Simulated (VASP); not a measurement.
Given:

```
Bi
1.0
    4.16582    -2.27500     0.00000
    4.16582     2.27500     0.00000
    2.92342     0.00000     3.73943
Bi
2
Direct
  0.23400   0.23400   0.23400
  0.76600   0.76600   0.76600
```

These are r2SCAN meta-GGA, VASP's PBE PAW potentials (set 64) (plane waves; VASP) values and carry that method's errors. Numerical set-up: 400 eV cut-off, 9×9×9 Γ-centred mesh, first-order Methfessel-Paxton smearing of 0.10 eV, potentials Bi_d.

Energy and stress use the plane-wave basis of the starting cell.

Question: The ions, cell shape and volume are relaxed. Which structure does the run end with?

Answer: 
```
Bi
1.0
    4.28711    -2.26985     0.04343
    4.28711     2.26985     0.04343
    3.04752     0.00000     3.77440
Bi
2
Direct
  0.23216   0.23216   0.23216
  0.76784   0.76784   0.76784
```
Space group R-3m (166), at a tolerance of 0.03 Å.

Question: How do energy and volume change from the first to the last step?

Answer: The energy (σ→0) changes by -3.2 meV/atom and the volume by +2.8 %, in 16 ionic steps.

The compound is Bi in the a7 structure. This run relaxes it. Symmetry was kept, so distortions that lower it aren't found.
